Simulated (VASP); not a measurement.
```xyz
4
Lattice="0.0000 3.6672 3.6672 3.6672 0.0000 3.6672 3.6672 3.6672 0.0000" Properties=species:S:1:pos:R:3 pbc="T T T"
Ge     3.6672     3.6672     7.3344
Y      3.6672     3.6672     3.6672
Y      1.8336     1.8336     1.8336
Y      5.5008     5.5008     5.5008
```

Calculation: PBEsol GGA, VASP's PBE PAW potentials (set 64) (plane waves; VASP). Numerical set-up: 400 eV cut-off, Gaussian smearing of 0.050 eV, potentials Ge_d Y_sv.

**Question.** Predict the band gap (along the path) with the smallest direct gap where there is one.

**Answer.** 
```json
{
 "band gap (along the path)": "none (metal, semimetal or under 0.01 eV)"
}
```

The absolute energy has meaning only against runs of the same code, potentials and settings.

The structure was generated: Y3Ge was put into the D03 type (Fm-3m), which need not be its known phase. It was relaxed first, which changed the volume by -30 %. The electron count is odd and the run is not spin-polarised, which forces a metal.
